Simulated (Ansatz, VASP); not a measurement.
**PtS2 in two plane-wave programs**

Aim: how closely do two programs agree when they are given the same cell, functional and k mesh? The cell is taken from a series of runs on this material, whose earlier steps may have relaxed, scaled, displaced or heated it; both programs get it as it stands.

Main program and level: Ansatz 0.2.0; plane waves, with VASP 6.6.1 beside it; zone-centre phonons at PBE with D3(BJ).

## (1) Starting point

Symmetry: P-3m1, No. 164, trigonal system. Conventional cell: a = 3.572 Å, b = 3.572 Å, c = 4.804 Å, α = 90.00°, β = 90.00°, γ = 120.00°. S has 3 Pt at 2.39 Å nearest. Pt has 6 S at 2.39 Å nearest. Farther neighbours and most contacts between anions are not listed.

Coordinates:

```cif
data_structure
_symmetry_space_group_name_H-M 'P 1'
_symmetry_Int_Tables_number 1
_cell_length_a 3.5725
_cell_length_b 3.5725
_cell_length_c 4.8038
_cell_angle_alpha 90.000
_cell_angle_beta 90.000
_cell_angle_gamma 120.000
_cell_volume 53.10
loop_
_atom_site_label
_atom_site_type_symbol
_atom_site_fract_x
_atom_site_fract_y
_atom_site_fract_z
_atom_site_occupancy
S1 S 0.33333 0.66667 0.25315 1
S2 S 0.66667 0.33333 0.74685 1
Pt3 Pt 0.00000 0.00000 0.00000 1
```

## (2) Ansatz: zone-centre phonons, PBE with D3(BJ)

Ansatz runs on its PAW soft_1 files.

Second derivatives magnify differences that forces hide, and they need a tight electronic threshold.

The input, input.yaml:

```yaml
crystal:
  lattice:
    - [3.5724871386, 0.0, 0.0]
    - [-1.7862435693, 3.0938646168, 0.0]
    - [0.0, 0.0, 4.8038200589]
  atoms:
    - { symbol: S, position: [0.3333333335, 0.6666666665, 0.2531468319] }
    - { symbol: S, position: [0.6666666665, 0.3333333335, 0.7468531681] }
    - { symbol: Pt, position: [0.0, 0.0, 0.0] }
kpoints:
  mp_grid: { grid: [12, 12, 8] }
hamiltonian:
  xc: pbe
  dispersion: d3bj
  pseudopotentials: { kind: paw, azcp: { folder: soft_1 } }
scf:
  occupations: { method: fixed }
output:
  eigenvalues: true
phonons:
  method: dfpt
```

Started as:

```console
$ ansatz run input.yaml --threads 4 --pin off --max-ram 10240MiB --backend cpu --events-out ev --progress --plain --runs-dir out
```

Numbers of over 12 decimals in the logs are rounded to 6 here.

What it wrote:

```text
Engine: ansatz 0.2.0, aarch64-unknown-linux-gnu
Pseudopotentials: kind: paw
Pseudopotential: S, paw, valence charge 6, recommended cutoff 420 eV (normal), soft_1/S.paw.azcp
Pseudopotential: Pt, paw, valence charge 18, recommended cutoff 420 eV (normal), soft_1/Pt.paw.azcp
Functional definition: PBE
  parameter kappa = 0.804
  parameter beta = 0.066725
  exchange = pbe_x(kappa = kappa, mu = beta*pi^2/3)
  correlation = pbe_c(beta = beta)
Crystal: 3 atoms, lattice volume = 53.096 Å³
Basis set: ecut = 420 eV, 1007 PW (Γ), exchange–correlation on 48×48×72 points (8 copies of the dense FFT grid, shifted against one another)
Bands: 19, of which v1, the nominal top of the filled ones, is band 15 counted from 1 (14 counted from 0)
Symmetry: 12 space group operations
k-points: 320 of 1152 (irreducible under 2 space group operations, time reversal used)
Non-local potential: S, projectors of the file, l = 0: 2, l = 1: 2, l = 2: 1
Non-local potential: Pt, projectors of the file, l = 0: 3, l = 1: 2, l = 2: 2, l = 3: 1
PAW form: soft (Blöchl's): semilocal exchange-correlation on the pseudo side does not see the compensation charge
PAW one-centre angular grid: S, 110 points (default); XC on 64 Gauss nodes
PAW one-centre angular grid: Pt, 590 points (default); XC on 64 Gauss nodes
Initial density: superposition of atomic densities (chi_scale 0.1, normalization cell, long waves kept (reshape's long-wave potential 0.01 eV rms))
Initial wavefunctions: pseudopotential atomic-orbital guess
Functional: x = pbe(κ = 0.804, μ = 0.219515), c = pbe(β = 0.066725)
SCF iter   1: F=—  HF=-14331.681178 eV  |F-HF|=—  |Δ(HF+E_count)|=         —  Δρ=7.82e-2  dr2=2.87e0  ethr=3.10e-3  ⟨swp⟩=4.5  Hψ=26945  notcnv=0  defer=640
preconditioner: auto → Resta (q_TF=auto, 2.481 Å⁻¹)  ε∞=7.2  [insulator: Δε(μ)=0.892 eV  Ē_g=9.580 eV  n_scr=20 (ndim 8)  ℏωp=23.9 eV  f_vac=0.000  ε∞_Penn≈7.2]
SCF iter   2: F=—  HF=-14331.177186 eV  |F-HF|=—  |Δ(HF+E_count)|=   5.04e-1  Δρ=2.73e-2  dr2=2.22e-1  ethr=3.10e-3  ⟨swp⟩=3.1  Hψ=12759  notcnv=0  defer=640
SCF iter   3: F=—  HF=-14331.157182 eV  |F-HF|=—  |Δ(HF+E_count)|=   2.00e-2  Δρ=1.63e-2  dr2=5.71e-2  ethr=7.39e-4  ⟨swp⟩=2.0  Hψ=7516  notcnv=0  defer=640
SCF iter   4: F=—  HF=-14331.154618 eV  |F-HF|=—  |Δ(HF+E_count)|=   2.56e-3  Δρ=1.49e-3  dr2=1.15e-3  ethr=1.90e-4  ⟨swp⟩=2.8  Hψ=9347  notcnv=0  defer=640
SCF iter   5: F=—  HF=-14331.155198 eV  |F-HF|=—  |Δ(HF+E_count)|=   5.80e-4  Δρ=3.66e-4  dr2=1.13e-4  ethr=3.84e-6  ⟨swp⟩=2.0  Hψ=9754  notcnv=0  defer=640
SCF iter   6: F=—  HF=-14331.155288 eV  |F-HF|=—  |Δ(HF+E_count)|=   9.06e-5  Δρ=1.24e-4  dr2=1.72e-5  ethr=3.76e-7  ⟨swp⟩=2.0  Hψ=9536  notcnv=0  defer=636
SCF iter   7: F=—  HF=-14331.155293 eV  |F-HF|=—  |Δ(HF+E_count)|=   4.59e-6  Δρ=1.93e-5  dr2=2.59e-7  ethr=5.74e-8  ⟨swp⟩=2.0  Hψ=8984  notcnv=0  defer=30
SCF iter   8: F=—  HF=-14331.155294 eV  |F-HF|=—  |Δ(HF+E_count)|=   1.30e-6  Δρ=4.20e-6  dr2=1.20e-8  ethr=8.63e-10  ⟨swp⟩=2.0  Hψ=9115  notcnv=0
SCF iter   9: F=—  HF=-14331.155294 eV  |F-HF|=—  |Δ(HF+E_count)|=   1.47e-8  Δρ=1.30e-6  dr2=1.30e-9  ethr=4.00e-11  ⟨swp⟩=2.0  Hψ=9574  notcnv=0
SCF iter  10: F=—  HF=-14331.155294 eV  |F-HF|=—  |Δ(HF+E_count)|=   1.10e-9  Δρ=4.36e-7  dr2=1.22e-10  ethr=4.34e-12  ⟨swp⟩=2.0  Hψ=9335  notcnv=0
SCF iter  11: F=-14331.155294 eV  HF=-14331.155294 eV  |F-HF|=1.82e-12  |Δ(HF+E_count)|=  3.09e-11  Δρ=7.47e-8  dr2=2.63e-12  ethr=1.00e-12  ⟨swp⟩=9.0  Hψ=39837  notcnv=0
SCF 1 converged in 11 iterations: F = -14331.155294 eV  dr2 = 2.63e-12
  greatest PAW one-centre occupation: 1.000 electrons in one spin orbital (limit 2), on the Pt atom at site 2 (counted from 0), in its partial waves of l = 0
DFPT response loops at Γ: preconditioner auto → Resta (q_TF=auto, 2.481 Å⁻¹)  ε∞=14.6 (no band partly filled); β = 1.00, the filter's whole step (`scf.mixing.beta` (0.50) is not read by the response loops at its default; to damp them type it under 1.00, their step now; it binds the ground state too); Broyden in place of MSR1
SCF converged after 11 iterations
Free energy (F): -14331.155294 eV
Harris-Foulkes:  -14331.155294 eV  (|F-HF|=1.82e-12)
Internal energy: -14331.155294 eV  (E = F + TS)
E sigma→0 (E₀):  -14331.155294 eV
Fermi energy:    11.891425 eV
--- Per-component energies (eV) ---
  E_band       = -299.591502
  E_kinetic    = 806.474734
  E_local      = -2848.819405  (includes V_loc(G=0)·N_el)
  E_nonlocal   = 272.072346
  E_hartree    = 1121.931694
  E_xc         = -409.956079
  E_vxc        = -436.676743  (∫ρ·V_xc dr)
  E_paw        = -10700.461500  (= ΣΔE_a)
  E_vpaw       = -336.506978  (= ΣTr[D̂ρ^β])
  E_aug_tail   = 0.001129  (compensation charges beyond the density's cutoff)
  E_ewald      = -2571.078845
  E_disp       = -1.319369  (pairwise vdW)
  E_smearing   = -0.000000  (= −TS)
  E_closure    = 0.000000  (closes the sum)
  Σ components = -14331.155294   (vs F -14331.155294, Δ=0.00e0)
--- Band table (eV; the first three rows and the last of 320) ---
  k-point 0: bands = [... 11 lower, 9.5129, 10.4338, 10.4338, 11.8914, 13.3243, 13.3243, 15.8264, 16.9693]
  k-point 1: bands = [... 11 lower, 9.4749, 10.3647, 10.3647, 11.6260, 13.4502, 13.4502, 15.9646, 17.2636]
  k-point 2: bands = [... 11 lower, 9.3245, 10.2103, 10.2103, 11.0631, 13.7554, 13.7554, 16.3660, 17.9071]
  k-point 319: bands = [... 11 lower, 8.4948, 8.7486, 9.2529, 9.8568, 13.4654, 13.5540, 18.0056, 18.6224]
--- Phonons (Γ-DFPT): 4 representative perturbations + reference, on 320 of 1152 k-points (Σ response iterations 12) ---
  k mesh reduced under 2 symmetry operations, with k and −k counted as one. Each operation leaves every solved perturbation unchanged. A smaller set is not used because it would not reduce the number of displacements times k-points to solve
  ASR residual: 3.612e-5 → 0.000e0 eV/Å²; symmetrization residual: 5.469e-6 eV/Å²
  pairwise dispersion correction: d3bj (s6 = 1.0, s8 = 0.7875, a1 = 0.4289, a2_bohr = 4.4407), with the weights of each atom's references fixed at the reference crystal's, and the forces and stress that the weights' published response gives there kept as a pressure on the atom's counted neighbours (hamiltonian.dispersion)
  ASR residual per site (eV/Å²): 1.27e-5 1.27e-5 3.61e-5
  Γ frequencies (cm⁻¹): 0.00 0.00 0.00 294.11 294.11 303.86 303.86 319.67 330.20
  non-analytic LO–TO correction: not included (Born effective charges unavailable; polar crystals: no LO–TO splitting at Γ)
```

[end of part 1 of 2]

[Lines on the potential files, build, host, timing and source positions are cut from VASP's logs without a mark.]

[Logs are printed without paths, hosts, clocks, repeated set-up lines and the standing remarks that a program may print on its own settings, such as how far it seeks lower states.]

[Hosts, paths, dates, database ids (printed as entryN), source tags and the programs' standing remarks are cut or masked in the printed files.]
